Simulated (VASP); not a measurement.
Calculation: PBE GGA, VASP's PBE PAW potentials (set 64) (plane waves; VASP 6.6.1).

Input for VASP

**INCAR**
```
ALGO = Normal
EDIFF = 1E-7
EDIFFG = -0.01
ENCUT = 480
GGA = PE
IBRION = 2
ISIF = 3
ISMEAR = 1
ISPIN = 2
LASPH = T
LCHARG = F
LMAXMIX = 6
LORBIT = 10
LREAL = F
LWAVE = F
MAGMOM = 2.9 0.3
NELM = 100
NSW = 40
PREC = Accurate
PSTRESS = 150
SIGMA = 0.1
SYSTEM = FePt
```

File KPOINTS:
```
Automatic mesh
0
Gamma
12 12 10
0 0 0
```

**POSCAR**
```
FePt
1
    2.6692496494    -0.0000000000     0.0000000000
    0.0000000000     2.6692496494    -0.0000000000
   -0.0000000000    -0.0000000000     3.6867881501
Fe Pt
1 1
Direct
  0.0000000000   0.0000000000   1.0000000000
  0.5000000000   0.5000000000   0.5000000000
```

POTCAR, in this order: Fe Pt (PBE.64 set). Program: vasp_std.

The run wrote:

### OSZICAR
```
       N       E                     dE             d eps       ncg     rms          rms(c)
DAV:   1     0.887413781456E+02    0.88741E+02   -0.83447E+03 10504   0.126E+03
DAV:   2    -0.130699874516E+02   -0.10181E+03   -0.91197E+02 10388   0.251E+02
DAV:   3    -0.160458067629E+02   -0.29758E+01   -0.28928E+01 12677   0.521E+01
DAV:   4    -0.160766650557E+02   -0.30858E-01   -0.30835E-01 11582   0.450E+00
DAV:   5    -0.160775213822E+02   -0.85633E-03   -0.85631E-03 13389   0.857E-01    0.179E+01
DAV:   6    -0.166950763283E+02   -0.61755E+00   -0.11294E+01 10872   0.769E+01    0.203E+01
DAV:   7    -0.149059648641E+02    0.17891E+01   -0.83548E+00 12781   0.763E+01    0.929E+00
DAV:   8    -0.148042656561E+02    0.10170E+00   -0.46009E-01 12455   0.112E+01    0.451E+00
DAV:   9    -0.147332279177E+02    0.71038E-01   -0.14458E-01 14601   0.801E+00    0.196E+00
DAV:  10    -0.147242354721E+02    0.89924E-02   -0.32967E-02 15435   0.350E+00    0.733E-01
DAV:  11    -0.147242302331E+02    0.52390E-05   -0.61442E-03 14208   0.148E+00    0.308E-01
DAV:  12    -0.147242859011E+02   -0.55668E-04   -0.37483E-04 14230   0.320E-01    0.106E-01
DAV:  13    -0.147243046810E+02   -0.18780E-04   -0.13301E-04 13225   0.146E-01    0.386E-02
DAV:  14    -0.147243005046E+02    0.41765E-05   -0.14493E-05 13817   0.737E-02    0.107E-02
DAV:  15    -0.147243004925E+02    0.12040E-07   -0.11273E-06 14105   0.174E-02    0.402E-03
DAV:  16    -0.147243006152E+02   -0.12268E-06   -0.25577E-07  8711   0.116E-02    0.296E-03
DAV:  17    -0.147243005567E+02    0.58529E-07   -0.50058E-08  5971   0.483E-03
   1 F= -.12265025E+02 E0= -.12264961E+02  d E =-.122650E+02  mag=     3.1633
```

OUTCAR:
```
------------------------ aborting loop because EDIFF is reached ----------------------------------------
  FORCE on cell =-STRESS in cart. coord.  units (eV):
  Direction    XX          YY          ZZ          XY          YZ          ZX
  --------------------------------------------------------------------------------------
  Total        2.4554547      2.4554547      2.4623720      0.0000000      0.0000000      0.0000000
  in kB      149.7669323    149.7669323    150.1888411      0.0000000      0.0000000      0.0000000
  external PRESSURE =      -0.0924314 kB  Pullay stress =     150.0000000 kB
  volume of cell :       26.27
      direct lattice vectors                 reciprocal lattice vectors
     2.669249649  0.000000000  0.000000000     0.374637120  0.000000000  0.000000000
     0.000000000  2.669249649  0.000000000     0.000000000  0.374637120  0.000000000
     0.000000000  0.000000000  3.686788150     0.000000000  0.000000000  0.271238802
 POSITION                                       TOTAL-FORCE (eV/Angst)
 -----------------------------------------------------------------------------------
      0.00000      0.00000      0.00000         0.000000      0.000000      0.000000
      1.33462      1.33462      1.84339         0.000000      0.000000      0.000000
 -----------------------------------------------------------------------------------
    total drift:                               -0.000000      0.000000      0.000000
  FREE ENERGIE OF THE ION-ELECTRON SYSTEM (eV)
  ---------------------------------------------------
  free  energy   TOTEN  =       -14.7243005567 eV

  energy  without entropy=      -14.7241106497  energy(sigma->0) =      -14.72423725
  enthalpy is  TOTEN    =       -12.2650246883 eV   P V=        2.4592758684

 total charge

# of ion       s       p       d       tot
------------------------------------------
    1        0.427   0.492   6.175   7.094
    2        0.742   0.730   8.087   9.559
--------------------------------------------------
tot          1.169   1.223  14.261  16.653

 magnetization (x)

# of ion       s       p       d       tot
------------------------------------------
    1        0.003  -0.008   2.827   2.823
    2       -0.026  -0.071   0.406   0.309
--------------------------------------------------
tot         -0.023  -0.079   3.234   3.132

 reached required accuracy - stopping structural energy minimisation
```
(Selected blocks of OUTCAR.)

The compound is FePt in the L1_0 structure. It was relaxed first under an external pressure of 15 GPa.
